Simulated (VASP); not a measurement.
Calculation: rev-vdW-DF2, VASP's PBE PAW potentials (set 64) (plane waves; VASP 6.6.1).

Input for VASP

**POSCAR**
```
AuAl2
4.2642040
  0.0000000000   0.7071068128   0.7071068128
  0.7071068128   0.0000000000   0.7071068128
  0.7071068128   0.7071068128   0.0000000000
Al Au
2 1
Cartesian
  0.3535534064   0.3535534064   0.3535534064
  1.0606602192   1.0606602192   1.0606602192
  0.0000000000   0.0000000000   0.0000000000
```

### KPOINTS
```
Automatic mesh
0
Gamma
10 10 10
0 0 0
```

### INCAR
```
! general
SYSTEM  =AuAl2
PREC    =Accurate
ENCUT   =520   ! plane-wave cut-off (eV)
LREAL   =F   ! projection in real space or not
LASPH   =T

! electronic loop
EDIFF   =1E-7   ! SCF stop (eV)
NELM    =100   ! most electronic steps
ALGO    =Normal   ! blocked Davidson
LMAXMIX =6   ! l cut-off of mixed one-centre charges

! smearing
ISMEAR  =-5

! functional
GGA     =MK
LUSE_VDW=T
AGGAC   =0.0
PARAM1  =0.1234568
PARAM2  =0.7114
ZAB_VDW =-1.8867

! ions
ISIF    =2   ! forces and stress, cell fixed

! output
LWAVE   =F
LCHARG  =T
LORBIT  =11   ! lm-projected
NEDOS   =601

! other
LEFG    =T
```

POTCAR, in this order: Al Au (PBE.64 set). Program: vasp_std.

Output of the run:

OUTCAR:
```
 ion  position               nearest neighbor table
   1  0.250  0.250  0.250-   3 2.61   3 2.61   3 2.61   3 2.61   2 3.02   2 3.02   2 3.02   2 3.02
                             2 3.02   2 3.02
   2  0.750  0.750  0.750-   3 2.61   3 2.61   3 2.61   3 2.61   1 3.02   1 3.02   1 3.02   1 3.02
                             1 3.02   1 3.02
   3  0.000  0.000  0.000-   2 2.61   2 2.61   2 2.61   1 2.61   2 2.61   1 2.61   1 2.61   1 2.61
  LATTYP: Found a face centered cubic cell.
 ALAT       =     6.0304953992
 Subroutine PRICEL returns:
 Original cell was already a primitive cell.
 Subroutine GETGRP returns: Found 48 space group operations
The static configuration has the point symmetry O_h .
The dynamic configuration has the point symmetry O_h .
 Subroutine INISYM returns: Found 48 space group operations
 Subroutine IBZKPT returns following result:
 Found     47 irreducible k-points:

 Following reciprocal coordinates:
            Coordinates               Weight
  0.000000  0.000000  0.000000      1.000000
  0.100000  0.000000  0.000000      8.000000
  0.200000  0.000000  0.000000      8.000000
  0.300000  0.000000  0.000000      8.000000
  0.400000  0.000000  0.000000      8.000000
  0.500000  0.000000  0.000000      4.000000
...
```

File OSZICAR:
```
       N       E                     dE             d eps       ncg     rms          rms(c)
DAV:   1     0.666424790774E+02    0.66642E+02   -0.70700E+03  1136   0.117E+03
DAV:   2    -0.677012930471E+01   -0.73413E+02   -0.68000E+02  1304   0.205E+02
DAV:   3    -0.883386641428E+01   -0.20637E+01   -0.20339E+01  1396   0.336E+01
DAV:   4    -0.885350146805E+01   -0.19635E-01   -0.19658E-01  1352   0.381E+00
DAV:   5    -0.885380497335E+01   -0.30351E-03   -0.30423E-03  1388   0.503E-01    0.885E+00
DAV:   6    -0.772828842018E+01    0.11255E+01   -0.62924E+00  1264   0.282E+01    0.388E+00
DAV:   7    -0.765791363822E+01    0.70375E-01   -0.29054E-01  1208   0.642E+00    0.180E+00
DAV:   8    -0.763230154011E+01    0.25612E-01   -0.28013E-02  1316   0.136E+00    0.389E-01
DAV:   9    -0.763145130996E+01    0.85023E-03   -0.36540E-03  1320   0.727E-01    0.177E-01
DAV:  10    -0.763156749174E+01   -0.11618E-03   -0.23047E-04  1244   0.135E-01    0.333E-02
DAV:  11    -0.763156218467E+01    0.53071E-05   -0.74292E-06  1400   0.245E-02    0.141E-02
DAV:  12    -0.763156179498E+01    0.38969E-06   -0.14938E-06  1244   0.106E-02    0.275E-03
DAV:  13    -0.763156160552E+01    0.18946E-06   -0.18257E-07   976   0.444E-03    0.563E-04
DAV:  14    -0.763156166453E+01   -0.59011E-07   -0.12331E-08   680   0.121E-03
   1 F= -.76315617E+01 E0= -.76315617E+01  d E =0.000000E+00
```

OUTCAR:
```
------------------------ aborting loop because EDIFF is reached ----------------------------------------
  FORCE on cell =-STRESS in cart. coord.  units (eV):
  Direction    XX          YY          ZZ          XY          YZ          ZX
  --------------------------------------------------------------------------------------
  Total        0.0230736      0.0230736      0.0230736      0.0000000     -0.0000000      0.0000000
  in kB        0.6742604      0.6742604      0.6742604      0.0000000     -0.0000000      0.0000000
  external PRESSURE =       0.6742604 kB  Pullay stress =       0.0000000 kB
  volume of cell :       54.83
      direct lattice vectors                 reciprocal lattice vectors
     0.000000000  3.015247700  3.015247700    -0.165823856  0.165823856  0.165823856
     3.015247700  0.000000000  3.015247700     0.165823856 -0.165823856  0.165823856
     3.015247700  3.015247700  0.000000000     0.165823856  0.165823856 -0.165823856
 POSITION                                       TOTAL-FORCE (eV/Angst)
 -----------------------------------------------------------------------------------
      1.50762      1.50762      1.50762        -0.000000     -0.000000     -0.000000
      4.52287      4.52287      4.52287         0.000000      0.000000      0.000000
      0.00000      0.00000      0.00000        -0.000000      0.000000     -0.000000
 -----------------------------------------------------------------------------------
    total drift:                                0.000000     -0.000000      0.000000
  FREE ENERGIE OF THE ION-ELECTRON SYSTEM (eV)
  ---------------------------------------------------
  free  energy   TOTEN  =        -7.6315616645 eV

  energy  without entropy=       -7.6315616645  energy(sigma->0) =       -7.63156166

 total charge

# of ion       s       p       d       tot
------------------------------------------
    1        0.393   0.352   0.000   0.745
    2        0.393   0.352   0.000   0.745
    3        0.751   0.682   8.547   9.980
--------------------------------------------------
tot          1.537   1.385   8.547  11.470

 Electric field gradients after diagonalization (V/A^2)
 (convention: |V_zz| > |V_xx| > |V_yy|)
----------------------------------------------------------------------
 ion       V_xx      V_yy      V_zz     asymmetry (V_yy - V_xx)/ V_zz
----------------------------------------------------------------------
   1      -0.000    -0.000     0.000       0.000
   2      -0.000    -0.000     0.000       0.000
   3      -0.000    -0.000     0.000       0.000
```
(Selected blocks of OUTCAR.)

File OUTCAR:
```
 val. band max:        7.6399396568   @ k =   0.4000   0.1000   0.0000

 cond. band min:       7.6146358628   @ k =   0.5000   0.1000   0.0000


 Fermi energy:         7.5416874946

 k-point     1 :       0.0000    0.0000    0.0000
  band No.  band energies     occupation
      1      -2.8737      2.00000
      2       1.0424      2.00000
      3       1.0424      2.00000
      4       1.0424      2.00000
      5       1.9872      2.00000
      6       1.9872      2.00000
      7       9.6724      0.00000
      8      10.5153      0.00000
      9      10.5153      0.00000
     10      10.5153      0.00000
     11      11.4201      0.00000
     12      11.4201      0.00000

 k-point     2 :       0.1000    0.0000    0.0000
  band No.  band energies     occupation
      1      -2.7442      2.00000
      2       0.9992      2.00000
      3       1.0747      2.00000
      4       1.0747      2.00000
      5       1.9804      2.00000
      6       1.9804      2.00000
      7       8.6333     -0.12876
      8       9.9047      0.00000
      9       9.9993      0.00000
     10       9.9993      0.00000
     11      11.9667      0.00000
     12      11.9667      0.00000

 k-point     3 :       0.2000    0.0000    0.0000
  band No.  band energies     occupation
      1      -2.3663      2.00000
      2       0.8994      2.00000
      3       1.1534      2.00000
      4       1.1534      2.00000
      5       1.9756      2.00000
      6       1.9756      2.00000
      7       6.5456      2.09360
      8       9.2598     -0.00279
      9       9.2598      0.00000
     10      10.1140      0.00000
     11      12.0784      0.00000
     12      12.0793      0.00000

 k-point     4 :       0.3000    0.0000    0.0000
  band No.  band energies     occupation
      1      -1.7857      2.00000
      2       0.8232      2.00000
      3       1.2315      2.00000
      4       1.2315      2.00000
      5       2.0050      2.00000
      6       2.0050      2.00000
...
```

For a metal the tetrahedron method with Blöchl corrections gives inexact stress and forces. Unless said otherwise, spin-orbit coupling is left out, though it shifts the bands of the heavy elements here.

The compound is AuAl2 in the fluorite structure. It was relaxed first. The electron count is odd and the run is not spin-polarised, which forces a metal.
